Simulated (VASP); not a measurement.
Consider the following.

```
Cu
1.0
    0.00000     1.80500     1.80500
    1.80500     0.00000     1.80500
    1.80500     1.80500     0.00000
Cu
1
Cartesian
  0.00000   0.00000   0.00000
```

Computed with vdW-DF2, VASP's PBE PAW potentials (set 64) (plane waves; VASP 6.6.1). Run with 520 eV cut-off, 16×16×16 Γ-centred mesh, first-order Methfessel-Paxton smearing of 0.10 eV, potentials Cu.

Energy and stress use the plane-wave basis of the starting cell.

The ions, cell shape and volume are relaxed. Give the cell that the relaxation ends in.

```
Cu
1.0
    0.00000     1.87364     1.87364
    1.87364     0.00000     1.87364
    1.87364     1.87364     0.00000
Cu
1
Cartesian
  0.00000   0.00000   0.00000
```
Space group Fm-3m (225), at a tolerance of 0.03 Å.

How do energy and volume change from the first to the last step?

The energy (σ→0) changes by -61.1 meV/atom and the volume by +11.8 %, in 3 ionic steps.

```tsv
step	E(σ→0) (eV)	max force (eV/Å)	pressure (GPa)	volume (Å³)
1	-0.3134	0.000	15.66	11.76
2	-0.3646	0.000	-4.58	13.83
3	-0.3745	0.000	0.09	13.15
```

The compound is Cu in the fcc structure. This run relaxes it. Symmetry was kept, so distortions that lower it aren't found.
